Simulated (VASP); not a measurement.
Crystal: MgO (Periclase).

```
Mg O
1.0
     0.00000    2.10850    2.10850
     2.10850    0.00000    2.10850
     2.10850    2.10850    0.00000
Mg O
1 1
Cartesian
  0.0000 0.0000 0.0000
  2.1085 2.1085 2.1085
```

Base run:

| Quantity | Value |
| --- | --- |
| Program | VASP 6.6.1 |
| Functional | PBEsol |
| Potentials or basis | VASP PAW PBE potentials, release 64 (Mg, O) |
| Cutoff | 520 eV |
| k mesh | 8 × 8 × 8 |
| Occupations | gaussian, width 0.03 eV |
| Spin | no spin polarisation |

Its results: band gap on the k mesh 4.60 eV, direct; pressure -0.8 GPa.

**Question.** The run is repeated on the same cell with these changes: functional from PBEsol to PBE; further incar settings from ALGO = Normal; EDIFF = 1e-06 to ALGO = Fast; EDIFF = 1e-07; NBANDS = 11. What comes out?

**Answer.** Band gap on the k mesh 4.69 eV, direct; pressure 3.4 GPa.

Caveats: the PAW data sets were made with another functional, which shifts forces and pressure a little (some runs).

A k mesh can miss the band edges.

Not every run made on this cell is shown here.
